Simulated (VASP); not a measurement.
Consider the following.

```
CELL_PARAMETERS angstrom
      1.62281    -5.14091     0.00000
      1.62281     5.14091     0.00000
      0.00000     0.00000     4.18467
ATOMIC_POSITIONS crystal
  P  0.10190 0.89810 0.92304
  P  0.39810 0.60190 0.42304
  P  0.60190 0.39810 0.57696
  P  0.89810 0.10190 0.07696
```

Calculation: AM05 GGA, VASP's PBE PAW potentials (set 64) (plane waves; VASP). Run with 520 eV cut-off, 7×7×5 Γ-centred mesh, Gaussian smearing of 0.050 eV, potentials P.

Without a dispersion term in the relaxation, distances and binding between the weakly bound layers, chains or molecules are unreliable, and so is what depends on them.

Q: The ions and cell shape at fixed volume are relaxed. Give the cell that the relaxation ends in.

A: 
```
CELL_PARAMETERS angstrom
      1.65942    -5.11676     0.00000
      1.65942     5.11676     0.00000
      0.00000     0.00000     4.11166
ATOMIC_POSITIONS crystal
  P  0.10564 0.89436 0.92954
  P  0.39436 0.60564 0.42954
  P  0.60564 0.39436 0.57046
  P  0.89436 0.10564 0.07046
```
Space group Cmce (64), at a tolerance of 0.03 Å.

Q: How much energy does the relaxation gain?

A: The energy (σ→0) changes by -15.8 meV/atom, in 11 ionic steps.

The compound is P in the black structure. This cell is one point of a volume scan, at 0.94 of the reference volume. Symmetry was kept, so distortions that lower it aren't found.
